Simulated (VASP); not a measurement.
Write the native input for VASP 6.6.1 that does the following.

| Quantity | Value |
| --- | --- |
| Task | relaxation of cell and atoms |
| Functional | PBEsol |
| Potentials or basis | VASP PAW PBE potentials, release 64 (Al, Cu) |
| Cutoff | 600 eV |
| k mesh | 10 × 10 × 10 |
| Occupations | methfessel-paxton, width 0.1 eV |
| Spin | no spin polarisation |
| Further INCAR settings | ALGO = Normal; EDIFF = 1e-07; IBRION = 2; EDIFFG = -0.005; NSW = 90; ISIF = 3 |

The structure of Al2Cu (Khatyrkite) lies in POSCAR:

```
Al2Cu                                   
1.0
   -2.9983542028      2.9983542028      2.4190254175
    2.9983542028     -2.9983542028      2.4190254175
    2.9983542028      2.9983542028     -2.4190254175
  Al              Cu            
     4     2
Direct
     0.6595307383963618    0.1595307383963618    0.8190614767927306
     0.1595307383963618    0.3404692616036383    0.5000000000000000
     0.3404692616036383    0.8404692616036382    0.1809385232072694
     0.8404692616036382    0.6595307383963618    0.5000000000000000
     0.2500000000000000    0.2500000000000000    0.0000000000000000
     0.7500000000000000    0.7500000000000000    0.0000000000000000
```

These files were run (other wordings do the same):

INCAR

```
PREC     = Accurate       # precision mode
ENCUT    = 600            # plane-wave cutoff, eV
EDIFF    = 1E-7           # SCF threshold, eV
ISMEAR   = 1              # smearing method
SIGMA    = 0.1            # smearing width, eV
LREAL    = False          # projectors in reciprocal space
LASPH    = True           # aspherical terms in the spheres
NELM     = 80             # most SCF steps
ALGO     = Normal         # electronic algorithm
ISIF     = 3              # what is computed and relaxed
LWAVE    = False          # write WAVECAR
LCHARG   = False          # write CHGCAR
GGA      = PS             # functional
IBRION   = 2              # ionic algorithm
NSW      = 90             # ionic steps
EDIFFG   = -0.005         # ionic threshold
KPAR     = 2
```

KPOINTS

```
regular mesh
0
Gamma
  10 10 10
```

Potentials or basis: VASP PAW PBE potentials, release 64 (Al, Cu).

Command:

```sh
$ cat potpaw_PBE.64/Al/POTCAR potpaw_PBE.64/Cu/POTCAR > POTCAR
$ mpirun -np 2 vasp_std > vasp.out
```

Results of the run:

The relaxed volume is 14.49 Å³/atom. The relaxed cell is a = 4.880 Å, b = 4.880 Å, c = 4.880 Å, α = 104.22°, β = 104.22°, γ = 120.57°, the space group after relaxing (to 0.05 Å) is I4/mcm (No. 140) and the energy gained by relaxing is 0.0 meV/atom. The ionic steps are 2 and the pressure after relaxing is 0.0 GPa. The band gap on the k mesh is none (metal or under the smearing width).

Caveat: the PAW data sets were made with another functional, which shifts forces and pressure a little.

Wall time 110 s on 2 MPI ranks on Intel(R) Xeon(R) 6975P-C (Granite Rapids) (shared host), peak memory 0.37 GiB a rank.
